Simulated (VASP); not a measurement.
Method: LDA (Ceperley-Alder, Perdew-Zunger), VASP's LDA PAW potentials (set 64) (plane waves; VASP).

VASP ran on this input.

### POSCAR
```
BaTiO3
3.9514610
  0.9999998735   0.0000000000   0.0000000000
  0.0000000000   0.9999998735   0.0000000000
  0.0000000000   0.0000000000   0.9999998735
Ba Ti O
1 1 3
Cart
  0.4999999367   0.4999999367   0.4999999367
  0.0000000000   0.0000000000   0.0000000000
  0.4999999367   0.0000000000   0.0000000000
  0.0000000000   0.4999999367   0.0000000000
  0.0000000000   0.0000000000   0.4999999367
```

### INCAR
```
# general
SYSTEM  = BaTiO3
PREC    = Accurate
ENCUT   = 520   # plane-wave cut-off (eV)
LREAL   = .False.   # projection in real space or not
LASPH   = .True.   # aspherical one-centre terms
NBANDS  = 72

# electronic loop
EDIFF   = 1E-7   # SCF stop (eV)
NELM    = 100   # most electronic steps
ALGO    = Normal
LMAXMIX = 4   # l cut-off of mixed one-centre charges

# smearing
ISMEAR  = 0   # Gaussian
SIGMA   = 0.01

# output
LWAVE   = .False.
LCHARG  = .False.
NEDOS   = 1001   # DOS grid

# other
LOPTICS = .True.
CSHIFT  = 0.1
```

KPOINTS:
```
Automatic
0
gamma
 10 10 10
```

POTCAR, in this order: Ba_sv Ti_sv O (LDA.64 set). Program: vasp_std.

The resulting files:

File OUTCAR:
```
 ion  position               nearest neighbor table
   1  0.500  0.500  0.500-   3 2.79   4 2.79   5 2.79   3 2.79   4 2.79   3 2.79   5 2.79   3 2.79
                             4 2.79   5 2.79   4 2.79   5 2.79   2 3.42   2 3.42   2 3.42   2 3.42
   2  0.000  0.000  0.000-   3 1.98   4 1.98   5 1.98   5 1.98   4 1.98   3 1.98   1 3.42   1 3.42
                             1 3.42   1 3.42   1 3.42   1 3.42   1 3.42   1 3.42
   3  0.500  0.000  0.000-   2 1.98   2 1.98   1 2.79   1 2.79   1 2.79   1 2.79
   4  0.000  0.500  0.000-   2 1.98   2 1.98   1 2.79   1 2.79   1 2.79   1 2.79
   5  0.000  0.000  0.500-   2 1.98   2 1.98   1 2.79   1 2.79   1 2.79   1 2.79
  LATTYP: Found a simple cubic cell.
 ALAT       =     3.9514605001
 Subroutine PRICEL returns:
 Original cell was already a primitive cell.
 Subroutine GETGRP returns: Found 48 space group operations
The static configuration has the point symmetry O_h .
The dynamic configuration has the point symmetry O_h .
 Subroutine INISYM returns: Found 48 space group operations
 Subroutine IBZKPT returns following result:
 Found     56 irreducible k-points:

 Following reciprocal coordinates:
            Coordinates               Weight
  0.000000  0.000000  0.000000      1.000000
  0.100000  0.000000  0.000000      6.000000
  0.200000  0.000000  0.000000      6.000000
  0.300000  0.000000  0.000000      6.000000
  0.400000  0.000000  0.000000      6.000000
  0.500000  0.000000  0.000000      3.000000
  0.100000  0.100000  0.000000     12.000000
  0.200000  0.100000  0.000000     24.000000
  0.300000  0.100000  0.000000     24.000000
  0.400000  0.100000  0.000000     24.000000
  0.500000  0.100000  0.000000     12.000000
  0.200000  0.200000  0.000000     12.000000
  0.300000  0.200000  0.000000     24.000000
  0.400000  0.200000  0.000000     24.000000
  0.500000  0.200000  0.000000     12.000000
  0.300000  0.300000  0.000000     12.000000
  0.400000  0.300000  0.000000     24.000000
  0.500000  0.300000  0.000000     12.000000
  0.400000  0.400000  0.000000     12.000000
...
```

### OSZICAR
```
       N       E                     dE             d eps       ncg     rms          rms(c)
DAV:   1     0.330840231380E+03    0.33084E+03   -0.15485E+04  8080   0.590E+02
DAV:   2    -0.261742764100E+02   -0.35701E+03   -0.32898E+03  8512   0.201E+02
DAV:   3    -0.540455000587E+02   -0.27871E+02   -0.26947E+02 10024   0.556E+01
DAV:   4    -0.547159197919E+02   -0.67042E+00   -0.66771E+00  9960   0.800E+00
DAV:   5    -0.547216737151E+02   -0.57539E-02   -0.57529E-02  9456   0.726E-01    0.239E+01
DAV:   6    -0.449017288715E+02    0.98199E+01   -0.12433E+01 10440   0.260E+01    0.106E+01
DAV:   7    -0.443595514973E+02    0.54218E+00   -0.36416E+00  9720   0.788E+00    0.679E+00
DAV:   8    -0.444466472092E+02   -0.87096E-01   -0.16310E+00 10000   0.601E+00    0.475E+00
DAV:   9    -0.441992215058E+02    0.24743E+00   -0.39305E-01  9608   0.271E+00    0.188E+00
DAV:  10    -0.441596768474E+02    0.39545E-01   -0.48434E-02 10624   0.105E+00    0.524E-01
DAV:  11    -0.441566485736E+02    0.30283E-02   -0.94795E-03 10824   0.350E-01    0.132E-01
DAV:  12    -0.441566294945E+02    0.19079E-04   -0.58798E-04  9128   0.754E-02    0.831E-02
DAV:  13    -0.441566218083E+02    0.76862E-05   -0.39311E-05  9952   0.323E-02    0.235E-02
DAV:  14    -0.441566205011E+02    0.13072E-05   -0.40565E-06  9816   0.925E-03    0.536E-03
DAV:  15    -0.441566204707E+02    0.30458E-07   -0.42149E-07 10496   0.244E-03
   1 F= -.44156620E+02 E0= -.44156620E+02  d E =-.893545E-14
 imaginary and real dielectric function
```

OUTCAR:
```
------------------------ aborting loop because EDIFF is reached ----------------------------------------
  FORCE on cell =-STRESS in cart. coord.  units (eV):
  Direction    XX          YY          ZZ          XY          YZ          ZX
  --------------------------------------------------------------------------------------
  Total       -0.0140934     -0.0140934     -0.0140934      0.0000000     -0.0000000      0.0000000
  in kB       -0.3659773     -0.3659773     -0.3659773      0.0000000     -0.0000000      0.0000000
  external PRESSURE =      -0.3659773 kB  Pullay stress =       0.0000000 kB
  volume of cell :       61.70
      direct lattice vectors                 reciprocal lattice vectors
     3.951460500  0.000000000  0.000000000     0.253070985  0.000000000  0.000000000
     0.000000000  3.951460500  0.000000000     0.000000000  0.253070985  0.000000000
     0.000000000  0.000000000  3.951460500     0.000000000  0.000000000  0.253070985
 POSITION                                       TOTAL-FORCE (eV/Angst)
 -----------------------------------------------------------------------------------
      1.97573      1.97573      1.97573         0.000000      0.000000      0.000000
      0.00000      0.00000      0.00000         0.000000      0.000000      0.000000
      1.97573      0.00000      0.00000         0.000000      0.000000      0.000000
      0.00000      1.97573      0.00000         0.000000      0.000000      0.000000
      0.00000      0.00000      1.97573         0.000000      0.000000      0.000000
 -----------------------------------------------------------------------------------
    total drift:                               -0.000000     -0.000000      0.000000
  FREE ENERGIE OF THE ION-ELECTRON SYSTEM (eV)
  ---------------------------------------------------
  free  energy   TOTEN  =       -44.1566204707 eV

  energy  without entropy=      -44.1566204707  energy(sigma->0) =      -44.15662047

 plasma frequency squared (from intraband transitions) (eV^2)
  --------------------------------------------------------------------------------------
       0.000      -0.000      -0.000
      -0.000       0.000      -0.000
      -0.000      -0.000       0.000

 plasma frequency squared (from interband transitions, int dw w eps(2)(w)) (eV^2)
  --------------------------------------------------------------------------------------
     667.150       0.000       0.000      -0.000      -0.000       0.000
       0.000       0.000     667.150       0.000       0.000      -0.000
      -0.000      -0.000       0.000       0.000     667.150       0.000
```
(Selected blocks of OUTCAR.)

The dielectric response may not be converged in the k-mesh; for small gaps it tends to come out too large.

The structure comes from a computed database's BaTiO3 entry (Pm-3m); how it stands against other phases isn't given here. It was relaxed first.
